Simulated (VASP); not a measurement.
Consider the following.

```
CELL_PARAMETERS angstrom
      5.18290     0.00000     0.00000
      0.00000     2.96885     0.00000
      0.00000     0.00000     5.62337
ATOMIC_POSITIONS crystal
  Mg 0.75000 0.00000 0.83946
  Mg 0.25000 0.00000 0.16054
  Zr 0.25000 0.50000 0.65458
  Zr 0.75000 0.50000 0.34542
```

Level of theory: PBEsol GGA with spin-orbit coupling, VASP's PBE PAW potentials (set 64) (plane waves; VASP 6.6.1). Run with 400 eV cut-off, 6×9×5 Γ-centred mesh, Gaussian smearing of 0.050 eV, potentials Mg Zr_sv.

Task: Give the energies of bands 21 to 34 at the high-symmetry points, in eV from the Fermi level.

Result: 
```json
[
 {"band": "21", "Γ": "-1.74", "X": "-1.93", "S": "-1.23", "Y": "-1.90", "Z": "-1.83", "U": "-3.10", "R": "-0.68", "T": "-1.54"},
 {"band": "22", "Γ": "-1.74", "X": "-1.93", "S": "-1.23", "Y": "-1.90", "Z": "-1.83", "U": "-3.10", "R": "-0.68", "T": "-1.54"},
 {"band": "23", "Γ": "-1.40", "X": "-1.93", "S": "-1.23", "Y": "-1.21", "Z": "-1.32", "U": "-3.10", "R": "-0.68", "T": "-1.31"},
 {"band": "24", "Γ": "-1.40", "X": "-1.93", "S": "-1.23", "Y": "-1.21", "Z": "-1.32", "U": "-3.10", "R": "-0.68", "T": "-1.31"},
 {"band": "25", "Γ": "-1.16", "X": "-0.52", "S": "-1.12", "Y": "-0.93", "Z": "-1.30", "U": "-0.59", "R": "-0.19", "T": "-1.30"},
 {"band": "26", "Γ": "-1.16", "X": "-0.52", "S": "-1.12", "Y": "-0.93", "Z": "-1.30", "U": "-0.59", "R": "-0.19", "T": "-1.30"},
 {"band": "27", "Γ": "-0.82", "X": "-0.52", "S": "-1.12", "Y": "-0.90", "Z": "-0.72", "U": "-0.59", "R": "-0.19", "T": "0.03"},
 {"band": "28", "Γ": "-0.82", "X": "-0.52", "S": "-1.12", "Y": "-0.90", "Z": "-0.72", "U": "-0.59", "R": "-0.19", "T": "0.03"},
 {"band": "29", "Γ": "0.08", "X": "0.00", "S": "0.35", "Y": "0.55", "Z": "-0.21", "U": "-0.13", "R": "0.58", "T": "0.17"},
 {"band": "30", "Γ": "0.08", "X": "0.00", "S": "0.35", "Y": "0.55", "Z": "-0.21", "U": "-0.13", "R": "0.58", "T": "0.17"},
 {"band": "31", "Γ": "1.06", "X": "0.00", "S": "0.35", "Y": "0.63", "Z": "0.78", "U": "-0.13", "R": "0.58", "T": "1.02"},
 {"band": "32", "Γ": "1.06", "X": "0.00", "S": "0.35", "Y": "0.63", "Z": "0.78", "U": "-0.13", "R": "0.58", "T": "1.02"},
 {"band": "33", "Γ": "1.69", "X": "2.16", "S": "2.83", "Y": "1.67", "Z": "2.08", "U": "2.64", "R": "1.33", "T": "1.04"},
 {"band": "34", "Γ": "1.69", "X": "2.16", "S": "2.83", "Y": "1.67", "Z": "2.08", "U": "2.64", "R": "1.33", "T": "1.04"}
]
```

It has no gap at this level: it comes out as a metal or semimetal.

The structure comes from a computed database's MgZr entry (Pmma); how it stands against other phases isn't given here. It was relaxed first.
